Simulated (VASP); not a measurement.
Here is the system:

```xyz
1
Lattice="-1.5786 1.5786 1.5786 1.5786 -1.5786 1.5786 1.5786 1.5786 -1.5786" Properties=species:S:1:pos:R:3 pbc="T T T"
W      0.0000     0.0000     0.0000
```

The numbers are results of PBEsol GGA, VASP's PBE PAW potentials (set 64) (plane waves; VASP), not measurements. Numerical set-up: 400 eV cut-off, Gaussian smearing of 0.050 eV, potentials W_sv.

Unless said otherwise, spin-orbit coupling is left out, though it shifts the bands of the heavy elements here.

Q: What does the run give for the band gap (along the path) with the smallest direct gap where there is one?

A: 
```
Property                                                      Value
-------------------------  ----------------------------------------
band gap (along the path)  none (metal, semimetal or under 0.01 eV)
```

The structure comes from a measured W entry (Im-3m) of the Crystallography Open Database, whose conditions weren't checked. It was relaxed first.
